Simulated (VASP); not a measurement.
A run of VASP 6.6.1 is set up as follows.

The input INCAR:

```
PREC = Accurate ; ENCUT = 520
EDIFF = 1E-6 ; ISMEAR = 1
SIGMA = 0.1 ; LREAL = False
LASPH = True ; NELM = 100
ALGO = Normal ; ISIF = 2
LWAVE = False ; LCHARG = False
NBANDS = 28
```

KPOINTS

```
regular mesh
0
Gamma
  3 3 3
```

The input POSCAR:

```
BaSr3
1.0
    7.3150232814      0.0000000000      0.0000000000
    0.0000000000      7.3150232814      0.0000000000
    0.0000000000      0.0000000000      7.3150232814
Ba Sr
1 3
Direct
    0.0000000000      0.0000000000      0.0000000000
    0.5000000000      0.0000000000      0.0000000000
    0.0000000000      0.0000000000      0.5000000000
    0.0000000000      0.5000000000      0.0000000000
```

Potentials or basis: VASP PAW LDA potentials, release 64 (Ba_sv, Sr_sv).

The run is started by

```sh
$ cat potpaw_LDA.64/Ba_sv/POTCAR potpaw_LDA.64/Sr_sv/POTCAR > POTCAR
$ mpirun -np 1 vasp_std > vasp.out
```

Question: Estimate the band gap on the k mesh.

Answer: None (metal or under the smearing width).

Question: Predict the pressure.

Answer: -0.1 GPa.

The run has no spin-orbit coupling, so splittings on Ba are missing.
